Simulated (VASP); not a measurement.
Output of a VASP run:

### OSZICAR
```
...
DAV:   1    -0.153219719833E+01   -0.11757E+01   -0.40044E+01  3208   0.642E+01    0.587E+00
DAV:   2    -0.837034637435E+00    0.69516E+00   -0.10273E+00  3400   0.158E+01    0.292E+00
DAV:   3    -0.630177862058E+00    0.20686E+00   -0.18498E-01  3304   0.486E+00    0.158E+00
DAV:   4    -0.592210009885E+00    0.37968E-01   -0.60831E-02  3496   0.260E+00    0.448E-01
DAV:   5    -0.592166147479E+00    0.43862E-04   -0.52430E-03  3488   0.841E-01    0.150E-01
DAV:   6    -0.592129701822E+00    0.36446E-04   -0.94167E-05  3264   0.114E-01    0.438E-02
DAV:   7    -0.592129481185E+00    0.22064E-06   -0.72809E-06  3528   0.265E-02    0.950E-03
DAV:   8    -0.592129606478E+00   -0.12529E-06   -0.12748E-07  2168   0.602E-03    0.126E-03
DAV:   9    -0.592129641599E+00   -0.35120E-07   -0.11052E-08  1696   0.149E-03
   8 F= 0.56319530E+01 E0= 0.56320192E+01  d E =-.185076E+00
       N       E                     dE             d eps       ncg     rms          rms(c)
DAV:   1    -0.163852135943E+01   -0.10464E+01   -0.15979E+01  3104   0.563E+01    0.662E+00
DAV:   2    -0.966264336002E+00    0.67226E+00   -0.16370E+00  3224   0.194E+01    0.255E+00
DAV:   3    -0.906009509595E+00    0.60255E-01   -0.91883E-02  3648   0.413E+00    0.203E+00
DAV:   4    -0.890027357262E+00    0.15982E-01   -0.12595E-02  3232   0.116E+00    0.339E-01
DAV:   5    -0.889837061510E+00    0.19030E-03   -0.10178E-03  3480   0.347E-01    0.112E-01
DAV:   6    -0.889870462198E+00   -0.33401E-04   -0.67247E-05  3600   0.102E-01    0.279E-02
DAV:   7    -0.889867336395E+00    0.31258E-05   -0.15331E-05  3288   0.557E-02    0.405E-03
DAV:   8    -0.889867438089E+00   -0.10169E-06   -0.21213E-07  2752   0.558E-03    0.235E-03
DAV:   9    -0.889867290122E+00    0.14797E-06   -0.38810E-08  1648   0.287E-03    0.284E-04
DAV:  10    -0.889867297413E+00   -0.72914E-08   -0.16520E-09  1640   0.545E-04
   9 F= 0.56504531E+01 E0= 0.56507013E+01  d E =0.185001E-01
       N       E                     dE             d eps       ncg     rms          rms(c)
DAV:   1    -0.105782503543E+01   -0.16796E+00   -0.73370E+00  3120   0.370E+01    0.391E+00
DAV:   2    -0.726654672453E+00    0.33117E+00   -0.85168E-01  3208   0.142E+01    0.130E+00
DAV:   3    -0.701139863718E+00    0.25515E-01   -0.48275E-02  3680   0.280E+00    0.967E-01
DAV:   4    -0.696080785996E+00    0.50591E-02   -0.74036E-03  3216   0.871E-01    0.126E-01
DAV:   5    -0.696072202090E+00    0.85839E-05   -0.37053E-04  3504   0.271E-01    0.642E-02
DAV:   6    -0.696090750451E+00   -0.18548E-04   -0.15706E-05  3472   0.341E-02    0.147E-02
DAV:   7    -0.696092249325E+00   -0.14989E-05   -0.31737E-06  3608   0.230E-02    0.387E-03
DAV:   8    -0.696092119367E+00    0.12996E-06   -0.61655E-08  1824   0.259E-03    0.107E-03
DAV:   9    -0.696092159811E+00   -0.40444E-07   -0.10156E-08  1568   0.131E-03
  10 F= 0.56266137E+01 E0= 0.56267129E+01  d E =-.533929E-02
       N       E                     dE             d eps       ncg     rms          rms(c)
DAV:   1    -0.698102370793E+00   -0.20103E-02   -0.63063E-04  3112   0.349E-01    0.373E-02
DAV:   2    -0.698075916463E+00    0.26454E-04   -0.68373E-05  3240   0.128E-01    0.137E-02
DAV:   3    -0.698073119078E+00    0.27974E-05   -0.40730E-06  3680   0.268E-02    0.104E-02
DAV:   4    -0.698071413925E+00    0.17052E-05   -0.57029E-07  3024   0.766E-03    0.101E-03
DAV:   5    -0.698071373561E+00    0.40364E-07   -0.38000E-08  1568   0.257E-03
  11 F= 0.56266161E+01 E0= 0.56267139E+01  d E =-.533687E-02
```

### OUTCAR
```
------------------------ aborting loop because EDIFF is reached ----------------------------------------
  FORCE on cell =-STRESS in cart. coord.  units (eV):
  Direction    XX          YY          ZZ          XY          YZ          ZX
  --------------------------------------------------------------------------------------
  Total        6.3085439      6.3085467      6.3364602     -0.0000000     -0.0000000     -0.0000000
  in kB      299.2342548    299.2343914    300.5584146     -0.0000000     -0.0000000     -0.0000000
  external PRESSURE =      -0.3243130 kB  Pullay stress =     300.0000000 kB
  volume of cell :       33.78
      direct lattice vectors                 reciprocal lattice vectors
     1.429692760 -2.476301064  0.000000000     0.349725489 -0.201914059  0.000000000
     1.429692760  2.476301064 -0.000000000     0.349725489  0.201914059  0.000000000
    -0.000000000  0.000000000  4.770371960     0.000000000  0.000000000  0.209627259
 POSITION                                       TOTAL-FORCE (eV/Angst)
 -----------------------------------------------------------------------------------
      1.42969      0.82544      1.19259        -0.000000      0.000000     -0.000000
      1.42969     -0.82544      3.57778         0.000000     -0.000000      0.000000
 -----------------------------------------------------------------------------------
    total drift:                               -0.000000      0.000153      0.000003
  FREE ENERGIE OF THE ION-ELECTRON SYSTEM (eV)
  ---------------------------------------------------
  free  energy   TOTEN  =        -0.6980713736 eV

  energy  without entropy=       -0.6977782498  energy(sigma->0) =       -0.69797367
  enthalpy is  TOTEN    =         5.6266161478 eV   P V=        6.3246875213

 reached required accuracy - stopping structural energy minimisation
```
(Selected blocks of OUTCAR.)

**POSCAR**
```
Cd
1
    1.4965650878    -2.5921270691    -0.0000000000
    1.4965650878     2.5921270691     0.0000000000
    0.0000000000     0.0000000000     5.8510063633
Cd
2
Direct
  0.3333330000   0.6666670000   0.2500000000
  0.6666670000   0.3333330000   0.7500000000
```

Write an INCAR and KPOINTS that could have produced this output.

One answer among several that fit: the input of the run itself, PBE GGA, plane waves, VASP's PBE PAW potentials (set 64).

### INCAR
```
ALGO  =  Normal
ISMEAR  =  1   # Methfessel-Paxton
PSTRESS  =  300
NELM  =  100   # most electronic steps
ISIF  =  3   # ions, shape and volume
EDIFFG  =  -0.01   # ionic stop
EDIFF  =  1E-7   # SCF stop (eV)
SIGMA  =  0.1   # width (eV)
ENCUT  =  480
NSW  =  40
LMAXMIX  =  4   # l cut-off of mixed one-centre charges
GGA  =  PE   # PBE
IBRION  =  2   # conjugate gradients
SYSTEM  =  Cd
PREC  =  Accurate
LREAL  =  .FALSE.   # projection in real space or not
LWAVE  =  .FALSE.
LASPH  =  .TRUE.   # aspherical one-centre terms
LCHARG  =  .FALSE.
```

**KPOINTS**
```
Automatic mesh
0
Gamma
14 14 6
0 0 0
```

POTCAR, in this order: Cd (PBE.64 set). Program: vasp_std.

Energy and stress use the plane-wave basis of the starting cell.

The compound is Cd in the hcp structure. This run relaxes it under an external pressure of 30 GPa. Symmetry was kept, so distortions that lower it aren't found.
